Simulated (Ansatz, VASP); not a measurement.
# Cu3SeCl (antiperovskite type (invented)) in two plane-wave programs, part 2 of 3

One calculation is typed for both programs; each brings its own data sets. How far apart do they land? The cell is generated by rule, not measured, and may not be a known phase. The cell is taken from a series of runs on this material, whose earlier steps may have relaxed, scaled, displaced or heated it; both programs get it as it stands.

VASP 6.6.1 and Ansatz 0.2.0.

So far: Starting point; Ansatz: relaxation of cell and atoms, PBEsol, pair 1.

## Step 3: VASP: relaxation of cell and atoms, PBEsol, pair 1

Level of this step: PBEsol, no spin polarisation; plane waves and PAW (Cl, Se, Cu); invented cell (VASP).

The same cell, functional and mesh now go to VASP, with its own data sets.

Lines of VASP's logs that name or quote its potential files are left out, and so is its time.

Input file INCAR:

```
SYSTEM = Cu3SeCl
PREC = Accurate
ENCUT = 600
EDIFF = 1E-07
NELM = 120
ISMEAR = 0
SIGMA = 0.01
LREAL = .FALSE.
ALGO = Normal
GGA = PS
NBANDS = 29
LASPH = .TRUE.
LORBIT = 11
LWAVE = .FALSE.
LCHARG = .FALSE.
ISIF = 3
IBRION = 2
NSW = 80
EDIFFG = -0.005
GGA_COMPAT = .FALSE.
NELMIN = 4
EFERMI = MIDGAP
KPAR = 2
```

Input file POSCAR:

```
Cu3SeCl
1.0
    4.5367910000      0.0000000000      0.0000000000
    0.0000000000      4.5367910000      0.0000000000
    0.0000000000      0.0000000000      4.5367910000
Cl Se Cu
1 1 3
Direct
    0.0000000000      0.0000000000      0.0000000000
    0.5000001102      0.5000001102      0.5000001102
    0.5000001102      0.5000001102      0.0000000000
    0.5000001102      0.0000000000      0.5000001102
    0.0000000000      0.5000001102      0.5000001102
```

Input file KPOINTS:

```
Automatic mesh
0
Gamma
6 6 6
0 0 0
```

The projector-augmented-wave data sets are Cl, Se and Cu (PBE family, release 64).

Launch:

```console
mpirun -np 2 vasp_std
```

Numbers of over 12 decimals in the logs are rounded to 6 here.

The program printed:

```text
[banner, memory and clock lines left out]
running    2 mpi-ranks, on    1 nodes
 distrk:  each k-point on    1 cores,    2 groups
 distr:  one band on    1 cores,    1 groups

 POSCAR found type information on POSCAR ClSeCu
 POSCAR found :  3 types and       5 ions
|                                                                             |
|               ----> ADVICE to this user running VASP <----                  |
|                                                                             |
|     You enforced a specific xc type in the INCAR file but a different       |
|     [... a line on the potential file left out ...]
|     I HOPE YOU KNOW WHAT YOU ARE DOING!                                     |
|                                                                             |

 LDA part: xc-table for (Slater+PW92), standard interpolation
 POSCAR, INCAR and KPOINTS ok, starting setup
 FFT: planning ... GRIDC
 FFT: planning ... GRID_SOFT
 FFT: planning ... GRID
 WAVECAR not read
 entering main loop
       N       E                     dE             d eps       ncg     rms          rms(c)
DAV:   1     0.393665222837E+03    0.39367E+03   -0.21905E+04  1160   0.231E+03
DAV:   2     0.328835671978E+02   -0.36078E+03   -0.34873E+03  1160   0.423E+02
DAV:   3    -0.168053716140E+02   -0.49689E+02   -0.46721E+02  1613   0.175E+02
DAV:   4    -0.199636862021E+02   -0.31583E+01   -0.31298E+01  1702   0.448E+01
DAV:   5    -0.200189066972E+02   -0.55220E-01   -0.55187E-01  1679   0.581E+00    0.126E+01
DAV:   6    -0.192677027898E+02    0.75120E+00   -0.28027E+01  1648   0.105E+02    0.802E+00
DAV:   7    -0.180131397901E+02    0.12546E+01   -0.67868E+00  1476   0.641E+01    0.279E+00
DAV:   8    -0.180386138465E+02   -0.25474E-01   -0.64177E-01  1814   0.795E+00    0.125E+00
DAV:   9    -0.180247399798E+02    0.13874E-01   -0.30714E-02  1813   0.354E+00    0.401E-01
DAV:  10    -0.180247051366E+02    0.34843E-04   -0.49137E-03  1635   0.526E-01    0.210E-01
DAV:  11    -0.180247377559E+02   -0.32619E-04   -0.10803E-03  1736   0.446E-01    0.591E-02
DAV:  12    -0.180247056631E+02    0.32093E-04   -0.15358E-04  1682   0.178E-01    0.277E-02
DAV:  13    -0.180247092521E+02   -0.35891E-05   -0.43238E-05  1815   0.984E-02    0.125E-02
DAV:  14    -0.180247075816E+02    0.16705E-05   -0.27353E-05  1522   0.115E-01    0.648E-03
DAV:  15    -0.180247072744E+02    0.30715E-06   -0.31807E-06  1596   0.424E-02    0.137E-03
DAV:  16    -0.180247072163E+02    0.58169E-07   -0.77965E-08   804   0.645E-03
   1 F= -.18024707E+02 E0= -.18024707E+02  d E =-.180247E+02
 curvature:   0.00 expect dE= 0.000E+00 dE for cont linesearch  0.000E+00
 trial: gam= 0.00000 g(F)=  0.000E+00 g(S)=  0.797E-03 ort = 0.000E+00 (trialstep = 0.100E+01)
 search vector abs. value=  0.797E-03
 bond charge predicted
       N       E                     dE             d eps       ncg     rms          rms(c)
DAV:   1    -0.180427357729E+02   -0.18028E-01   -0.31006E-01  1418   0.104E+01    0.105E+00
DAV:   2    -0.180307025372E+02    0.12033E-01   -0.16817E-01  1323   0.944E+00    0.393E-01
DAV:   3    -0.180255297891E+02    0.51727E-02   -0.29312E-02  1299   0.427E+00    0.171E-01
DAV:   4    -0.180251089580E+02    0.42083E-03   -0.14535E-03  1658   0.275E-01    0.818E-02
DAV:   5    -0.180250442270E+02    0.64731E-04   -0.10132E-04  1917   0.231E-01    0.426E-02
DAV:   6    -0.180250199369E+02    0.24290E-04   -0.49858E-05  1591   0.549E-02    0.988E-03
DAV:   7    -0.180250196992E+02    0.23769E-06   -0.22964E-06  1710   0.172E-02    0.628E-03
DAV:   8    -0.180250201718E+02   -0.47255E-06   -0.10189E-06  1605   0.189E-02    0.246E-03
DAV:   9    -0.180250200480E+02    0.12380E-06   -0.46464E-07  1036   0.168E-02    0.480E-04
DAV:  10    -0.180250200701E+02   -0.22136E-07   -0.88823E-08   719   0.171E-03
   2 F= -.18025020E+02 E0= -.18025020E+02  d E =-.312854E-03
 trial-energy change:   -0.000313  1 .order   -0.000337   -0.000797    0.000122
 step:   0.8462(harm=  0.8670)  dis= 0.00000  next Energy=   -18.025030 (dE=-0.322E-03)
 bond charge predicted
       N       E                     dE             d eps       ncg     rms          rms(c)
DAV:   1    -0.180254535450E+02   -0.43350E-03   -0.73190E-03  1418   0.159E+00    0.163E-01
DAV:   2    -0.180251766743E+02    0.27687E-03   -0.41229E-03  1387   0.146E+00    0.628E-02
DAV:   3    -0.180250441998E+02    0.13247E-03   -0.72491E-04  1291   0.678E-01    0.258E-02
DAV:   4    -0.180250349743E+02    0.92256E-05   -0.33096E-05  1512   0.362E-02    0.126E-02
DAV:   5    -0.180250335815E+02    0.13927E-05   -0.32457E-06  1792   0.431E-02    0.625E-03
DAV:   6    -0.180250333169E+02    0.26458E-06   -0.12302E-06  1552   0.875E-03    0.109E-03
DAV:   7    -0.180250332473E+02    0.69675E-07   -0.55356E-08   610   0.307E-03
   3 F= -.18025033E+02 E0= -.18025033E+02  d E =-.326031E-03
 curvature:  -0.42 expect dE=-0.387E-06 dE for cont linesearch -0.387E-06
 trial: gam= 0.00000 g(F)=  0.283E-48 g(S)=  0.916E-06 ort =-0.270E-04 (trialstep = 0.969E+00)
 search vector abs. value=  0.916E-06
 reached required accuracy - stopping structural energy minimisation
```

OUTCAR, selected parts (step 3):

```text
ion  position               nearest neighbor table
   1  0.000  0.000  0.000-
   2  0.500  0.500  0.500-   3 2.27   4 2.27   5 2.27   3 2.27   4 2.27   5 2.27
   3  0.500  0.500  0.000-   2 2.27   2 2.27
   4  0.500  0.000  0.500-   2 2.27   2 2.27
   5  0.000  0.500  0.500-   2 2.27   2 2.27

  LATTYP: Found a simple cubic cell.
 ALAT       =     4.5367910000

 Subroutine GETGRP returns: Found 48 space group operations
 (whereof 48 operations were pure point group operations)

The static configuration has the point symmetry O_h .

 Found     20 irreducible k-points:

   k-points           NKPTS =     20   k-points in BZ     NKDIM =     20   number of bands    NBANDS=     29

   dimension x,y,z NGX =    36 NGY =   36 NGZ =   36
   dimension x,y,z NGXF=    72 NGYF=   72 NGZF=   72

   ENCUT  =  600.0 eV  44.10 Ry    6.64 a.u.   9.06  9.06  9.06*2*pi/ulx,y,z

   NELECT =      46.0000    total number of electrons

 k-points in reciprocal lattice and weights: Automatic mesh
   0.00000000  0.00000000  0.00000000       0.005
   0.16666667  0.00000000  0.00000000       0.028
   0.33333333  0.00000000  0.00000000       0.028
   0.50000000  0.00000000  0.00000000       0.014
   0.16666667  0.16666667  0.00000000       0.056
   0.33333333  0.16666667  0.00000000       0.111
   0.50000000  0.16666667  0.00000000       0.056
   0.33333333  0.33333333  0.00000000       0.056
   0.50000000  0.33333333  0.00000000       0.056
[...]
0.50000000  0.50000000  0.33333333       0.028
   0.50000000  0.50000000  0.50000000       0.005

 average (electrostatic) potential at core
       1 -91.1918       2 -55.2572       3 -66.3602       4 -66.3602       5 -66.3602

 E-fermi :   4.2815

 k-point     1 :       0.0000    0.0000    0.0000
  band No.  band energies     occupation
    ...
     19       2.1529      2.00000
     20       2.2294      2.00000
     21       2.2294      2.00000
     22       2.2294      2.00000
     23       2.4315      2.00000
     24       5.0382      0.00000
     25       5.5479      0.00000
     26       5.5479      0.00000
     27      11.9327      0.00000
     28      11.9328      0.00000
    ...

 k-point     2 :       0.1667    0.0000    0.0000
  band No.  band energies     occupation
    ...
     19       2.2592      2.00000
     20       2.2669      2.00000
     21       2.3096      2.00000
     22       2.3096      2.00000
     23       2.4011      2.00000
     24       5.4675      0.00000
     25       5.6401      0.00000
     26       6.1809      0.00000
     27      10.6365      0.00000
     28      10.8248      0.00000
    ...

 k-point     3 :       0.3333    0.0000    0.0000
  band No.  band energies     occupation
    ...
     19       2.3969      2.00000
     20       2.3969      2.00000
     21       2.5163      2.00000
     22       2.5163      2.00000
     23       2.5672      2.00000
     24       5.8858      0.00000
     25       6.0714      0.00000
     26       8.0342      0.00000
     27       9.2177      0.00000
     28       9.9707      0.00000
    ...

  Total       -0.0056256     -0.0056256     -0.0056256     -0.0000000     -0.0000000     -0.0000000
  in kB       -0.0961320     -0.0961320     -0.0961320     -0.0000000     -0.0000000     -0.0000000
  external PRESSURE =      -0.0961320 kB  Pullay stress =       0.0000000 kB

  energy-cutoff  :      600.00
  volume of cell :       93.76
      direct lattice vectors                 reciprocal lattice vectors
     4.542936875 -0.000000000 -0.000000000     0.220121923 -0.000000000 -0.000000000
     0.000000000  4.542936875  0.000000000     0.000000000  0.220121923 -0.000000000
     0.000000000  0.000000000  4.542936875     0.000000000 -0.000000000  0.220121923

 POSITION                                       TOTAL-FORCE (eV/Angst)
 -----------------------------------------------------------------------------------
      0.00000      0.00000      0.00000         0.000000      0.000000      0.000000
      2.27147      2.27147      2.27147        -0.000000     -0.000000      0.000000
      2.27147      2.27147     -0.00000        -0.000000      0.000000      0.000000
      2.27147     -0.00000      2.27147         0.000000     -0.000000      0.000000
      0.00000      2.27147      2.27147        -0.000000     -0.000000      0.000000
 -----------------------------------------------------------------------------------
    total drift:                               -0.000408     -0.000408     -0.000408

  FREE ENERGIE OF THE ION-ELECTRON SYSTEM (eV)
  ---------------------------------------------------
  free  energy   TOTEN  =       -18.0250332473 eV

  energy  without entropy=      -18.0250332473  energy(sigma->0) =      -18.02503325

 reached required accuracy - stopping structural energy minimisation

 total charge
# of ion       s       p       d       tot
------------------------------------------
    1        1.603   3.417   0.000   5.020
    2        1.405   2.512   0.119   4.037
    3        0.344   0.238   9.335   9.917
    4        0.344   0.238   9.335   9.917
    5        0.344   0.238   9.335   9.917
--------------------------------------------------
tot          4.040   6.645  28.125  38.810

[... 3 further parts left out ...]
```

CONTCAR:

```
Cu3SeCl
   1.00000000000000
     4.5429368748912964   -0.0000000000000000   -0.0000000000000000
     0.0000000000000000    4.5429368748912964    0.0000000000000000
     0.0000000000000000    0.0000000000000000    4.5429368748912964
  Cl              Se              Cu
     1     1     3
Direct
     0.0000000000000000    0.0000000000000000    0.0000000000000000
     0.5000001101999985    0.5000001101999985    0.5000001101999985
     0.5000001101999985    0.5000001101999985    0.0000000000000000
     0.5000001101999985    0.0000000000000000    0.5000001101999985
     0.0000000000000000    0.5000001101999985    0.5000001101999985
```

## Step 4: Side by side

Known differences besides the potentials themselves: fixed occupations in Ansatz, narrow Gaussian smearing in VASP; the data sets hold 80 valence electrons in Ansatz (on its default PAW (the set named soft_2) files) and 46 in VASP; the cutoff is 420 eV in Ansatz and 600 eV in VASP; Ansatz makes its cores anew for this functional, VASP keeps those of its PBE data sets; Ansatz adds a Pulay correction to the stress that steers its cell, VASP none. Total energies have different zeros and are not compared.

Compared:

```tsv
quantity	Ansatz	VASP	difference
volume (Å³)	93.38	93.76	-0.41 %
edge a after relaxation, in the typed setting (Å)	4.537	4.543	-0.13 %
```

## Step 5: VASP: relaxation of cell and atoms, PBEsol, pair 2

The relaxed volume is the usual yardstick between codes: in a stiff, nearly cubic crystal its relative difference is about their pressure difference at one cell divided by the bulk modulus.

Edit INCAR of step 3 so:

```diff
@@ -6,3 +6,3 @@
 ISMEAR = 0
-SIGMA = 0.01
+SIGMA = 0.02
 LREAL = .FALSE.
```

Input file POSCAR:

```
Cu3SeCl
1.0
    4.5396300000      0.0000000000      0.0000000000
    0.0000000000      4.5396300000      0.0000000000
    0.0000000000      0.0000000000      4.5396300000
Cl Se Cu
1 1 3
Direct
    0.0000000000      0.0000000000      0.0000000000
    0.5000000000      0.5000000000      0.5000000000
    0.5000000000      0.5000000000      0.0000000000
    0.5000000000      0.0000000000      0.5000000000
    0.0000000000      0.5000000000      0.5000000000
```

KPOINTS is that of step 3.

Launch:

```console
mpirun -np 2 vasp_std
```

The program printed:

```text
[banner, memory and clock lines left out]
running    2 mpi-ranks, on    1 nodes
[...]
[... a notice as in an earlier step ...]

 LDA part: xc-table for (Slater+PW92), standard interpolation
 POSCAR, INCAR and KPOINTS ok, starting setup
[...]
entering main loop
       N       E                     dE             d eps       ncg     rms          rms(c)
DAV:   1     0.392009504761E+03    0.39201E+03   -0.22134E+04  1160   0.230E+03
DAV:   2     0.315840407154E+02   -0.36043E+03   -0.34937E+03  1165   0.420E+02
DAV:   3    -0.170290508930E+02   -0.48613E+02   -0.46173E+02  1636   0.174E+02
DAV:   4    -0.199836704040E+02   -0.29546E+01   -0.29293E+01  1777   0.440E+01
[...]
DAV:  14    -0.180249636143E+02    0.17103E-05   -0.27630E-05  1506   0.116E-01    0.652E-03
DAV:  15    -0.180249632981E+02    0.31624E-06   -0.31598E-06  1604   0.424E-02    0.132E-03
DAV:  16    -0.180249632414E+02    0.56752E-07   -0.79258E-08   852   0.631E-03
   1 F= -.18024963E+02 E0= -.18024963E+02  d E =-.180250E+02
[...]
N       E                     dE             d eps       ncg     rms          rms(c)
DAV:   1    -0.180301347768E+02   -0.51715E-02   -0.88580E-02  1418   0.555E+00    0.563E-01
DAV:   2    -0.180267203372E+02    0.34144E-02   -0.48826E-02  1355   0.506E+00    0.213E-01
DAV:   3    -0.180251962313E+02    0.15241E-02   -0.85414E-03  1286   0.231E+00    0.909E-02
DAV:   4    -0.180250766661E+02    0.11957E-03   -0.40711E-04  1607   0.138E-01    0.434E-02
DAV:   5    -0.180250568107E+02    0.19855E-04   -0.32316E-05  1853   0.135E-01    0.222E-02
DAV:   6    -0.180250499051E+02    0.69056E-05   -0.14759E-05  1610   0.300E-02    0.465E-03
DAV:   7    -0.180250499324E+02   -0.27289E-07   -0.78783E-07  1524   0.105E-02
   2 F= -.18025050E+02 E0= -.18025050E+02  d E =-.866910E-04
 trial-energy change:   -0.000087  1 .order   -0.000112   -0.000228    0.000004
 step:   0.9523(harm=  0.9817)  dis= 0.00000  next Energy=   -18.025050 (dE=-0.868E-04)
 reached required accuracy - stopping structural energy minimisation
```

From OUTCAR (step 5):

```text
  Total       -0.0016556     -0.0016556     -0.0016556      0.0000000     -0.0000000     -0.0000000
  in kB       -0.0282799     -0.0282799     -0.0282799      0.0000000     -0.0000000     -0.0000000
  external PRESSURE =      -0.0282799 kB  Pullay stress =       0.0000000 kB

 POSITION                                       TOTAL-FORCE (eV/Angst)
 -----------------------------------------------------------------------------------
      0.00000      0.00000      0.00000        -0.000000     -0.000000      0.000000
      2.27176      2.27176      2.27176        -0.000000     -0.000000      0.000000
      2.27176      2.27176      0.00000        -0.000000     -0.000000      0.000000
      2.27176     -0.00000      2.27176         0.000000      0.000000      0.000000
      0.00000      2.27176      2.27176         0.000000      0.000000      0.000000
 -----------------------------------------------------------------------------------
    total drift:                                0.000000      0.000000      0.000000

  FREE ENERGIE OF THE ION-ELECTRON SYSTEM (eV)
  ---------------------------------------------------
  free  energy   TOTEN  =       -18.0250499324 eV

  energy  without entropy=      -18.0250499324  energy(sigma->0) =      -18.02504993

[... 2 parts as in an earlier step ...]

[... 2 further parts left out ...]
[key lines of the parts left out:]
E-fermi :   4.2768
```

## Step 6: Ansatz: relaxation of cell and atoms, PBEsol, pair 2

The same cell, functional, mesh and smearing now go to Ansatz, which takes its cutoff from its data sets.

The cell is taken from a series of runs on this material, whose earlier steps may have relaxed, scaled, displaced or heated it; both programs get it as it stands.

Input file input.yaml:

```yaml
crystal:
  lattice:
    - [4.5396297542, 0.0, 0.0]
    - [0.0, 4.5396297542, 0.0]
    - [0.0, 0.0, 4.5396297542]
  atoms:
    - { symbol: Cl, position: [0.0, 0.0, 0.0] }
    - { symbol: Se, position: [0.5, 0.5, 0.5] }
    - { symbol: Cu, position: [0.5, 0.5, 0.0] }
    - { symbol: Cu, position: [0.5, 0.0, 0.5] }
    - { symbol: Cu, position: [0.0, 0.5, 0.5] }
kpoints:
  mp_grid: { grid: [6, 6, 6] }
hamiltonian:
  xc: pbesol
scf:
  occupations: { method: gaussian, width: 0.02 }
output:
  forces: true
  stress: true
  eigenvalues: true
  write_density: true
  write_potential: true
  elf: true
  volumetric_format: npy
relax:
  adjacent_minimum: "off"
  f_tol: 0.005
  max_steps: 80
  cell: { stress_tol: 0.05 }
```

Launch:

```console
ansatz run input.yaml --threads 4 --pin off --max-ram 9216MiB --backend cpu --events-out ev --progress --plain --runs-dir out
```

The program printed:

```text
[...]
Crystal: 5 atoms, lattice volume = 93.554 Å³
Basis set: ecut = 420 eV, 1839 PW (Γ), exchange–correlation on 64×64×64 points (8 copies of the dense FFT grid, shifted against one another)
Bands: 48, of which v1, the nominal top of the filled ones, is band 40 counted from 1 (39 counted from 0)
Symmetry: 48 space group operations
[...]
k-points: 20 of 216
[...]
--- Relaxed structure (3 steps of the walk, 3 accepted, 1 SCFs on fresh bases) ---
[...]
cell:  # Å, volume = 93.3784 Å³
    - [4.536791, 0, 0]
    - [0, 4.536791, 0]
    - [0.0, 0, 4.536791]
  atoms:
    - { symbol: Cl, position: [0, 0, 0] }
    - { symbol: Se, position: [0.5, 0.5, 0.5] }
    - { symbol: Cu, position: [0.5, 0.5, 0] }
    - { symbol: Cu, position: [0.5, 0, 0.5] }
    - { symbol: Cu, position: [0, 0.5, 0.5] }
[key lines of the parts left out:]
SCF converged after 6 iterations
Free energy (F): -26250.502057 eV
Fermi energy:    9.336658 eV
P = ⅓ Tr σ = 0.0008 GPa (0.008 kbar)
```

## Step 7: Side by side

What differs besides the data sets and the points named for the pairs above, as far as they apply: the data sets hold 80 valence electrons in Ansatz (on its default PAW (the set named soft_2) files) and 46 in VASP. Total energies have different zeros and are not compared.

The two programs side by side:

```tsv
quantity	Ansatz	VASP	difference
volume (Å³)	93.38	93.79	-0.44 %
edge a after relaxation, in the typed setting (Å)	4.537	4.543	-0.15 %
```

## Step 8: Ansatz: zone-centre phonons, PBEsol

Second derivatives magnify differences that forces hide, and they need a tight electronic threshold.

The cell is taken from a series of runs on this material, whose earlier steps may have relaxed, scaled, displaced or heated it; both programs get it as it stands.

Input file input.yaml:

```yaml
crystal:
  lattice:
    - [4.536791016, 0.0, 0.0]
    - [0.0, 4.536791016, 0.0]
    - [0.0, 0.0, 4.536791016]
  atoms:
    - { symbol: Cl, position: [0.0, 0.0, 0.0] }
    - { symbol: Se, position: [0.5, 0.5, 0.5] }
    - { symbol: Cu, position: [0.5, 0.5, 0.0] }
    - { symbol: Cu, position: [0.5, 0.0, 0.5] }
    - { symbol: Cu, position: [0.0, 0.5, 0.5] }
kpoints:
  mp_grid: { grid: [6, 6, 6] }
hamiltonian:
  xc: pbesol
scf:
  occupations: { method: fixed }
output:
  eigenvalues: true
phonons:
  method: dfpt
  dielectric: true
  rigid_motions: translations
```

The program printed:

```text
[...]
Crystal: 5 atoms, lattice volume = 93.378 Å³
Basis set: ecut = 420 eV, 1839 PW (Γ), exchange–correlation on 64×64×64 points (8 copies of the dense FFT grid, shifted against one another)
Bands: 48, of which v1, the nominal top of the filled ones, is band 40 counted from 1 (39 counted from 0)
Symmetry: 48 space group operations
k-points: 80 of 216 (irreducible under 2 space group operations, time reversal used)
[...]
optical modes at Γ + LO–TO along q̂ = [1.0000, 0.0000, 0.0000]:
      ω (cm⁻¹)  modes    IR ((D/Å)²/amu)
[...]
optical modes at Γ + LO–TO along q̂ = [0.0000, 1.0000, 0.0000]:
      ω (cm⁻¹)  modes    IR ((D/Å)²/amu)
[...]
optical modes at Γ + LO–TO along q̂ = [0.0000, 0.0000, 1.0000]:
      ω (cm⁻¹)  modes    IR ((D/Å)²/amu)
[...]
-53.83      2             4.7221
         77.66      1             3.5173
        318.25      2             0.2462
        318.89      1             0.1549
[key lines of the parts left out:]
SCF converged after 11 iterations
Free energy (F): -26250.502057 eV
Fermi energy:    8.581628 eV
```

[end of part 2 of 3]

[Lines on the potential files, build, host, timing and source positions are cut from VASP's logs without a mark.]

[Logs are printed without paths, hosts, clocks, repeated set-up lines and the standing remarks that a program may print on its own settings, such as how far it seeks lower states.]

[Hosts, paths, dates, database ids (printed as entryN), source tags and the programs' standing remarks are cut or masked in the printed files.]
